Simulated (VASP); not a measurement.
A convergence study with VASP on WSi₂: one setting is varied, all else stays as given below, so the limit is that of these other settings.

```
CELL_PARAMETERS angstrom
      3.20037     0.00000     0.00000
      0.00000     3.20037     0.00000
      0.00000     0.00000    20.47942
ATOMIC_POSITIONS crystal
  Si 0.50000 0.50000 0.65819
  Si 0.00000 0.00000 0.34181
  Si 0.00000 0.00000 0.46760
  Si 0.50000 0.50000 0.53240
  W  0.00000 0.00000 0.59530
  W  0.50000 0.50000 0.40470
```

Level of theory: PBE GGA, VASP's PBE PAW potentials (set 64) (plane waves; VASP). The tightest run used: 300 eV cut-off, 26×26×1 Γ-centred mesh, Gaussian smearing of 0.10 eV, potentials Si W_sv.

Q: The settings run are 2×2×1 mesh; 3×3×1 mesh; 4×4×1 mesh; 5×5×1 mesh; 6×6×1 mesh; 7×7×1 mesh; 8×8×1 mesh; 10×10×1 mesh; 12×12×1 mesh; 14×14×1 mesh; 16×16×1 mesh; 19×19×1 mesh; 23×23×1 mesh; 26×26×1 mesh. From which on does the largest force stay within 0.02 eV/Å of the tightest run?

A: From 12×12×1 mesh on: it is off by 0.009 there and by no more than 0.02 in any finer run, while 10×10×1 mesh is off by 0.039.
| setting | E (eV/atom) | largest force (eV/Å) | irreducible k-points | difference judged (eV/Å) |
|---|---|---|---|---|
| 2×2×1 mesh | -7.5552 | 2.215 | 3 | 1.999 |
| 3×3×1 mesh | -7.6576 | 0.488 | 3 | 0.273 |
| 4×4×1 mesh | -7.7172 | 0.330 | 6 | 0.114 |
| 5×5×1 mesh | -7.7340 | 0.334 | 6 | 0.118 |
| 6×6×1 mesh | -7.7317 | 0.313 | 10 | 0.097 |
| 7×7×1 mesh | -7.7358 | 0.237 | 10 | 0.021 |
| 8×8×1 mesh | -7.7363 | 0.195 | 15 | 0.021 |
| 10×10×1 mesh | -7.7359 | 0.254 | 21 | 0.039 |
| 12×12×1 mesh | -7.7371 | 0.225 | 28 | 0.009 |
| 14×14×1 mesh | -7.7367 | 0.219 | 36 | 0.003 |
| 16×16×1 mesh | -7.7372 | 0.216 | 45 | 0.000 |
| 19×19×1 mesh | -7.7371 | 0.213 | 55 | 0.003 |
| 23×23×1 mesh | -7.7369 | 0.219 | 78 | 0.003 |
| 26×26×1 mesh | -7.7370 | 0.216 | 105 | 0.000 |

Left out are rungs that failed or repeat a setting and relaxations that didn't move; long series are thinned to 24 rows.

The cell is a sheet or thin cut with vacuum, built from a generated structure.
